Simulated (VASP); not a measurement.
All values below come from LDA (Ceperley-Alder, Perdew-Zunger), VASP's LDA PAW potentials (set 64) (plane waves; VASP).

VASP input:

POSCAR:
```
SrTiO3
1
    7.7249039732     0.0000000000     0.0000000000
    0.0000000000     7.7249039732     0.0000000000
    0.0000000000     0.0000000000     7.7249039732
Sr Ti O
8 8 24
Direct
  0.0000000000   0.0000000000   0.0000000000
  0.0000000000   0.0000000000   0.5000000000
  0.0000000000   0.5000000000   0.0000000000
  0.0000000000   0.5000000000   0.5000000000
  0.5000000000   0.0000000000   0.0000000000
  0.5000000000   0.0000000000   0.5000000000
  0.5000000000   0.5000000000   0.0000000000
  0.5000000000   0.5000000000   0.5000000000
  0.2500000000   0.2500000000   0.2500000000
  0.2500000000   0.2500000000   0.7500000000
  0.2500000000   0.7500000000   0.2500000000
  0.2500000000   0.7500000000   0.7500000000
  0.7500000000   0.2500000000   0.2500000000
  0.7500000000   0.2500000000   0.7500000000
  0.7500000000   0.7500000000   0.2500000000
  0.7500000000   0.7500000000   0.7500000000
  0.2500000000   0.0000000000   0.2500000000
  0.2500000000   0.0000000000   0.7500000000
  0.2500000000   0.5000000000   0.2500000000
  0.2500000000   0.5000000000   0.7500000000
  0.7500000000   0.0000000000   0.2500000000
  0.7500000000   0.0000000000   0.7500000000
  0.7500000000   0.5000000000   0.2500000000
  0.7500000000   0.5000000000   0.7500000000
  0.0000000000   0.2500000000   0.2500000000
  0.0000000000   0.2500000000   0.7500000000
  0.0000000000   0.7500000000   0.2500000000
  0.0000000000   0.7500000000   0.7500000000
  0.5000000000   0.2500000000   0.2500000000
  0.5000000000   0.2500000000   0.7500000000
  0.5000000000   0.7500000000   0.2500000000
  0.5000000000   0.7500000000   0.7500000000
  0.2500000000   0.2500000000   0.0000000000
  0.2500000000   0.2500000000   0.5000000000
  0.2500000000   0.7500000000   0.0000000000
  0.2500000000   0.7500000000   0.5000000000
  0.7500000000   0.2500000000   0.0000000000
  0.7500000000   0.2500000000   0.5000000000
  0.7500000000   0.7500000000   0.0000000000
  0.7500000000   0.7500000000   0.5000000000
```

File KPOINTS:
```
kpoints
0
G
  3 3 3
```

### INCAR
```
SYSTEM  =  SrTiO3
PREC  =  Accurate; ENCUT  =  520; LREAL  =  F
LASPH  =  T
EDIFF  =  1E-7; NELM  =  100; ALGO  =  Normal
LMAXMIX  =  4
ISMEAR  =  0; SIGMA  =  0.05
IBRION  =  6; NSW  =  1; ISIF  =  2
POTIM  =  0.015; NFREE  =  2
LWAVE  =  F; LCHARG  =  F
LPHON_DISPERSION  =  T
```

**QPOINTS**
```
k-points along high-symmetry lines
13
Line-mode
Cartesian
  0.000000   0.000000   0.000000 ! GAMMA
  0.000000   0.129451   0.000000 ! X

  0.000000   0.129451   0.000000 ! X
  0.129451   0.129451   0.000000 ! M

  0.129451   0.129451   0.000000 ! M
  0.000000   0.000000   0.000000 ! GAMMA

  0.000000   0.000000   0.000000 ! GAMMA
  0.129451   0.129451   0.129451 ! R

  0.129451   0.129451   0.129451 ! R
  0.000000   0.129451   0.000000 ! X

  0.129451   0.129451   0.129451 ! R
  0.129451   0.129451   0.000000 ! M
```

POTCAR, in this order: Sr_sv Ti_sv O (LDA.64 set). Program: vasp_std.

Output

OSZICAR:
```
...
DAV:   5    -0.353417697017E+03    0.12291E-05   -0.28928E-05  3656   0.281E-02    0.861E-03
DAV:   6    -0.353417697489E+03   -0.47155E-06   -0.77474E-06  3136   0.107E-02    0.563E-03
DAV:   7    -0.353417697321E+03    0.16766E-06   -0.11124E-06  2912   0.498E-03    0.297E-03
DAV:   8    -0.353417697324E+03   -0.30850E-08   -0.80622E-07  2152   0.279E-03
   2 F= -.35341770E+03 E0= -.35341770E+03  d E =-.108998E-26
       N       E                     dE             d eps       ncg     rms          rms(c)
DAV:   1    -0.353416588151E+03    0.11092E-02   -0.18923E+00  2600   0.211E+00    0.613E-01
DAV:   2    -0.353417679560E+03   -0.10914E-02   -0.31913E-02  2608   0.374E-01    0.444E-01
DAV:   3    -0.353417708473E+03   -0.28913E-04   -0.46083E-03  3592   0.116E-01    0.200E-01
DAV:   4    -0.353417696877E+03    0.11595E-04   -0.36244E-04  3320   0.779E-02    0.531E-02
DAV:   5    -0.353417696212E+03    0.66539E-06   -0.88746E-05  3616   0.440E-02    0.167E-02
DAV:   6    -0.353417698008E+03   -0.17959E-05   -0.23547E-05  3104   0.180E-02    0.103E-02
DAV:   7    -0.353417697323E+03    0.68434E-06   -0.38848E-06  3248   0.924E-03    0.522E-03
DAV:   8    -0.353417697346E+03   -0.22817E-07   -0.27299E-06  2584   0.516E-03    0.237E-03
DAV:   9    -0.353417697312E+03    0.34270E-07   -0.35139E-07  1928   0.228E-03
   3 F= -.35341770E+03 E0= -.35341770E+03  d E =-.219781E-26
       N       E                     dE             d eps       ncg     rms          rms(c)
DAV:   1    -0.353405972623E+03    0.11725E-01   -0.12138E+00  2760   0.532E+00    0.396E-01
DAV:   2    -0.353416119674E+03   -0.10147E-01   -0.12346E-01  2368   0.827E-01    0.236E-01
DAV:   3    -0.353416261341E+03   -0.14167E-03   -0.46386E-03  3128   0.189E-01    0.138E-01
DAV:   4    -0.353416206782E+03    0.54559E-04   -0.78923E-04  2664   0.930E-02    0.495E-02
DAV:   5    -0.353416181340E+03    0.25442E-04   -0.23531E-04  3464   0.553E-02    0.186E-02
DAV:   6    -0.353416183091E+03   -0.17511E-05   -0.61933E-05  3104   0.258E-02    0.102E-02
DAV:   7    -0.353416181955E+03    0.11360E-05   -0.95053E-06  3328   0.141E-02    0.566E-03
DAV:   8    -0.353416181672E+03    0.28364E-06   -0.29459E-06  2752   0.745E-03    0.188E-03
DAV:   9    -0.353416181638E+03    0.33830E-07   -0.64873E-07  2552   0.265E-03
   4 F= -.35341618E+03 E0= -.35341618E+03  d E =-.146975E-26
       N       E                     dE             d eps       ncg     rms          rms(c)
DAV:   1    -0.353384428598E+03    0.31753E-01   -0.23157E+00  2816   0.925E+00    0.472E-01
DAV:   2    -0.353415864413E+03   -0.31436E-01   -0.37591E-01  2360   0.134E+00    0.263E-01
DAV:   3    -0.353416372063E+03   -0.50765E-03   -0.11565E-02  2992   0.293E-01    0.168E-01
DAV:   4    -0.353416266699E+03    0.10536E-03   -0.22216E-03  2768   0.165E-01    0.891E-02
DAV:   5    -0.353416181363E+03    0.85336E-04   -0.46389E-04  3320   0.976E-02    0.399E-02
DAV:   6    -0.353416188906E+03   -0.75430E-05   -0.30304E-04  2768   0.523E-02    0.247E-02
DAV:   7    -0.353416181676E+03    0.72295E-05   -0.56303E-05  3216   0.299E-02    0.984E-03
DAV:   8    -0.353416181590E+03    0.86748E-07   -0.11886E-05  2656   0.121E-02    0.336E-03
DAV:   9    -0.353416181644E+03   -0.54089E-07   -0.14762E-06  2808   0.467E-03    0.232E-03
DAV:  10    -0.353416181606E+03    0.38086E-07   -0.21485E-07  1808   0.229E-03
   5 F= -.35341618E+03 E0= -.35341618E+03  d E =-.146753E-26
       N       E                     dE             d eps       ncg     rms          rms(c)
DAV:   1    -0.353404450863E+03    0.11731E-01   -0.19574E+00  3328   0.639E+00    0.274E-01
DAV:   2    -0.353417878549E+03   -0.13428E-01   -0.14336E-01  3136   0.917E-01    0.190E-01
DAV:   3    -0.353417885424E+03   -0.68746E-05   -0.35378E-03  4528   0.155E-01    0.107E-01
DAV:   4    -0.353417749913E+03    0.13551E-03   -0.60607E-04  3712   0.910E-02    0.306E-02
DAV:   5    -0.353417740263E+03    0.96498E-05   -0.14283E-04  3952   0.441E-02    0.190E-02
DAV:   6    -0.353417733853E+03    0.64101E-05   -0.55739E-05  3776   0.234E-02    0.108E-02
DAV:   7    -0.353417731210E+03    0.26434E-05   -0.11156E-05  4264   0.135E-02    0.601E-03
DAV:   8    -0.353417728537E+03    0.26727E-05   -0.52983E-06  3848   0.102E-02    0.197E-03
DAV:   9    -0.353417727992E+03    0.54506E-06   -0.24036E-06  3872   0.496E-03    0.165E-03
DAV:  10    -0.353417727760E+03    0.23196E-06   -0.56683E-07  3552   0.267E-03    0.577E-04
DAV:  11    -0.353417727555E+03    0.20520E-06   -0.32838E-07  2776   0.268E-03    0.453E-04
DAV:  12    -0.353417727537E+03    0.17171E-07   -0.27450E-07  2576   0.169E-03
   6 F= -.35341773E+03 E0= -.35341773E+03  d E =-.173499E-26
       N       E                     dE             d eps       ncg     rms          rms(c)
DAV:   1    -0.353414714510E+03    0.30130E-02   -0.39328E+00  3072   0.410E+00    0.333E-01
DAV:   2    -0.353418209420E+03   -0.34949E-02   -0.46099E-02  3576   0.491E-01    0.247E-01
DAV:   3    -0.353417838675E+03    0.37075E-03   -0.31565E-03  4344   0.124E-01    0.108E-01
DAV:   4    -0.353417720680E+03    0.11799E-03   -0.69964E-04  3688   0.774E-02    0.333E-02
DAV:   5    -0.353417729255E+03   -0.85751E-05   -0.12869E-04  3720   0.357E-02    0.219E-02
DAV:   6    -0.353417728644E+03    0.61182E-06   -0.20182E-05  5184   0.137E-02    0.116E-02
DAV:   7    -0.353417727543E+03    0.11007E-05   -0.40266E-06  4056   0.757E-03    0.354E-03
DAV:   8    -0.353417727531E+03    0.11903E-07   -0.12016E-06  3256   0.352E-03    0.158E-03
DAV:   9    -0.353417727530E+03    0.12005E-08   -0.10765E-07  1800   0.130E-03
   7 F= -.35341773E+03 E0= -.35341773E+03  d E =-.173555E-26
       N       E                     dE             d eps       ncg     rms          rms(c)
DAV:   1    -0.353413941758E+03    0.37858E-02   -0.25150E+00  2304   0.333E+00    0.248E-01
DAV:   2    -0.353416278235E+03   -0.23365E-02   -0.34298E-02  2816   0.681E-01    0.263E-01
DAV:   3    -0.353416204494E+03    0.73741E-04   -0.27563E-03  3072   0.177E-01    0.157E-01
DAV:   4    -0.353415962534E+03    0.24196E-03   -0.80123E-04  2696   0.948E-02    0.476E-02
DAV:   5    -0.353415938242E+03    0.24292E-04   -0.22248E-04  2728   0.672E-02    0.179E-02
DAV:   6    -0.353415930907E+03    0.73354E-05   -0.53081E-05  3136   0.264E-02    0.960E-03
DAV:   7    -0.353415926085E+03    0.48214E-05   -0.10000E-05  3144   0.134E-02    0.571E-03
DAV:   8    -0.353415922913E+03    0.31720E-05   -0.73992E-06  2960   0.997E-03    0.208E-03
DAV:   9    -0.353415922051E+03    0.86205E-06   -0.23948E-06  3400   0.571E-03    0.119E-03
DAV:  10    -0.353415921145E+03    0.90631E-06   -0.10259E-06  2576   0.474E-03    0.650E-04
DAV:  11    -0.353415920717E+03    0.42796E-06   -0.10370E-06  2496   0.412E-03    0.465E-04
DAV:  12    -0.353415920680E+03    0.37347E-07   -0.61183E-07  2712   0.236E-03
   8 F= -.35341592E+03 E0= -.35341592E+03  d E =-.337683E-27
       N       E                     dE             d eps       ncg     rms          rms(c)
DAV:   1    -0.353412517204E+03    0.34035E-02   -0.44877E+00  2368   0.439E+00    0.400E-01
DAV:   2    -0.353416682278E+03   -0.41651E-02   -0.77355E-02  2792   0.106E+00    0.466E-01
DAV:   3    -0.353416386418E+03    0.29586E-03   -0.64683E-03  3056   0.289E-01    0.283E-01
DAV:   4    -0.353415956129E+03    0.43029E-03   -0.19835E-03  2640   0.150E-01    0.103E-01
DAV:   5    -0.353415924602E+03    0.31526E-04   -0.56587E-04  2848   0.114E-01    0.287E-02
DAV:   6    -0.353415922915E+03    0.16870E-05   -0.12071E-04  3320   0.405E-02    0.161E-02
DAV:   7    -0.353415921010E+03    0.19055E-05   -0.20612E-05  3112   0.190E-02    0.974E-03
DAV:   8    -0.353415920821E+03    0.18884E-06   -0.95417E-06  3048   0.107E-02    0.379E-03
DAV:   9    -0.353415920662E+03    0.15863E-06   -0.16362E-06  3016   0.607E-03    0.136E-03
DAV:  10    -0.353415920685E+03   -0.22741E-07   -0.32095E-07  1896   0.193E-03
   9 F= -.35341592E+03 E0= -.35341592E+03  d E =-.337566E-27
```

### OUTCAR
```
------------------------ aborting loop because EDIFF is reached ----------------------------------------
  FORCE on cell =-STRESS in cart. coord.  units (eV):
  Direction    XX          YY          ZZ          XY          YZ          ZX
  --------------------------------------------------------------------------------------
  Total       -0.5578757     -0.5393003     -0.5578757      0.0000000      0.0000000     -0.0000000
  in kB       -1.9389596     -1.8743986     -1.9389596      0.0000000      0.0000000     -0.0000000
  external PRESSURE =      -1.9174392 kB  Pullay stress =       0.0000000 kB
  volume of cell :      460.98
      direct lattice vectors                 reciprocal lattice vectors
     7.724903973  0.000000000  0.000000000     0.129451447  0.000000000  0.000000000
     0.000000000  7.724903973  0.000000000     0.000000000  0.129451447  0.000000000
     0.000000000  0.000000000  7.724903973     0.000000000  0.000000000  0.129451447
 POSITION                                       TOTAL-FORCE (eV/Angst)
 -----------------------------------------------------------------------------------
      0.00000      0.00000      0.00000        -0.000229     -0.014819     -0.000229
      0.00000      0.00000      3.86245        -0.000229     -0.014819      0.000229
      0.00000      3.86245      0.00000         0.000040      0.010282      0.000040
      0.00000      3.86245      3.86245         0.000040      0.010282     -0.000040
      3.86245      0.00000      0.00000         0.000229     -0.014819     -0.000229
      3.86245      0.00000      3.86245         0.000229     -0.014819      0.000229
      3.86245      3.86245      0.00000        -0.000040      0.010282      0.000040
      3.86245      3.86245      3.86245        -0.000040      0.010282     -0.000040
      1.93123      1.93123      1.93123         0.000000     -0.004065      0.000000
      1.93123      1.93123      5.79368         0.000000      0.001339      0.000000
      1.93123      5.79368      1.93123         0.000000     -0.016971      0.000000
      1.93123      5.79368      5.79368         0.000000      0.001239      0.000000
      5.79368      1.93123      1.93123         0.000000      0.001339      0.000000
      5.79368      1.93123      5.79368         0.000000      0.000103      0.000000
      5.79368      5.79368      1.93123         0.000000      0.001239      0.000000
      5.79368      5.79368      5.79368         0.000000     -0.000095      0.000000
      1.93123     -0.01500      1.93123         0.000000      0.323653      0.000000
      1.93123      0.00000      5.79368         0.000000      0.017958      0.000000
      1.93123      3.86245      1.93123         0.000000     -0.111995      0.000000
      1.93123      3.86245      5.79368         0.000000     -0.021974      0.000000
      5.79368      0.00000      1.93123         0.000000      0.017958      0.000000
      5.79368      0.00000      5.79368         0.000000      0.004973      0.000000
      5.79368      3.86245      1.93123         0.000000     -0.021974      0.000000
      5.79368      3.86245      5.79368         0.000000     -0.004905      0.000000
      0.00000      1.93123      1.93123         0.038737     -0.021333      0.000000
      0.00000      1.93123      5.79368         0.003772     -0.000003      0.000000
      0.00000      5.79368      1.93123        -0.039485     -0.021164      0.000000
      0.00000      5.79368      5.79368        -0.003864      0.000083      0.000000
      3.86245      1.93123      1.93123        -0.038737     -0.021333      0.000000
      3.86245      1.93123      5.79368        -0.003772     -0.000003      0.000000
      3.86245      5.79368      1.93123         0.039485     -0.021164      0.000000
      3.86245      5.79368      5.79368         0.003864      0.000083      0.000000
      1.93123      1.93123      0.00000         0.000000     -0.021333      0.038737
      1.93123      1.93123      3.86245         0.000000     -0.021333     -0.038737
      1.93123      5.79368      0.00000         0.000000     -0.021164     -0.039485
      1.93123      5.79368      3.86245         0.000000     -0.021164      0.039485
      5.79368      1.93123      0.00000         0.000000     -0.000003      0.003772
      5.79368      1.93123      3.86245         0.000000     -0.000003     -0.003772
      5.79368      5.79368      0.00000         0.000000      0.000083     -0.003864
      5.79368      5.79368      3.86245         0.000000      0.000083      0.003864
 -----------------------------------------------------------------------------------
    total drift:                                0.000013     -0.000125      0.000000
  FREE ENERGIE OF THE ION-ELECTRON SYSTEM (eV)
  ---------------------------------------------------
  free  energy   TOTEN  =      -353.4159206851 eV

  energy  without entropy=     -353.4159206851  energy(sigma->0) =     -353.41592069
```
(Selected blocks of OUTCAR.)

The cell is a supercell, built from a database entry that may be metastable or hypothetical.
